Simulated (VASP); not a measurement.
Given:

```xyz
12
Lattice="4.7452 0.0000 0.0000 3.1634 3.5368 0.0000 0.0000 0.0000 25.3360" Properties=species:S:1:pos:R:3 pbc="T T T"
Pd     2.7680     1.2379     7.9031
Pd     5.1406     2.2989     8.7695
Pd     7.5132     3.3600     9.6358
Pd     1.9772     0.8842    10.5022
Pd     4.3497     1.9453    11.3685
Pd     6.7223     3.0063    12.2348
Pd     1.1863     0.5305    13.1012
Pd     3.5589     1.5916    13.9675
Pd     5.9315     2.6526    14.8339
Pd     0.3954     0.1768    15.7002
Pd     2.7680     1.2379    16.5666
Pd     5.1406     2.2989    17.4329
```

Computed with PBEsol GGA, VASP's PBE PAW potentials (set 64) (plane waves; VASP 6.6.1). Run with PREC = Normal, EDIFF = 1E-5, 400 eV cut-off, 8×8×1 Γ-centred mesh, first-order Methfessel-Paxton smearing of 0.10 eV, potentials Pd.

**Question.** The ions are relaxed. Predict the relaxed structure.

**Answer.** 
```xyz
12
Lattice="4.7452 0.0000 0.0000 3.1634 3.5368 0.0000 0.0000 0.0000 25.3360" Properties=species:S:1:pos:R:3 pbc="T T T"
Pd     2.7306     1.2212     8.0394
Pd     5.1412     2.2992     8.7583
Pd     7.5529     3.3778     9.5903
Pd     1.9830     0.8868    10.5360
Pd     4.3505     1.9456    11.3674
Pd     6.7276     3.0087    12.2357
Pd     1.1810     0.5282    13.1003
Pd     3.5581     1.5912    13.9687
Pd     5.9256     2.6500    14.8001
Pd     0.3557     0.1591    15.7457
Pd     2.7674     1.2376    16.5778
Pd     5.1780     2.3157    17.2966
```

**Question.** How much energy does the relaxation gain?

**Answer.** The energy (σ→0) changes by -11.9 meV/atom, in 11 ionic steps.

| step | E(σ→0) (eV) | max force (eV/Å) | pressure (GPa) | volume (Å³) |
|---|---|---|---|---|
| 1 | -67.0732 | 0.800 | -2.27 | 425.21 |
| 2 | -67.1484 | 0.522 | -2.10 | 425.21 |
| 3 | -67.1897 | 0.234 | -1.80 | 425.21 |
| 4 | -67.1901 | 0.256 | -1.76 | 425.21 |
| 5 | -67.2058 | 0.137 | -1.71 | 425.21 |
| 6 | -67.2111 | 0.090 | -1.64 | 425.21 |
| 7 | -67.2138 | 0.044 | -1.58 | 425.21 |
| 8 | -67.2141 | 0.061 | -1.56 | 425.21 |
| 9 | -67.2151 | 0.054 | -1.50 | 425.21 |
| 10 | -67.2156 | 0.046 | -1.43 | 425.21 |
| 11 | -67.2163 | 0.018 | -1.35 | 425.21 |

The cell is a thin slab with vacuum, built from Pd (fcc): (210) face.
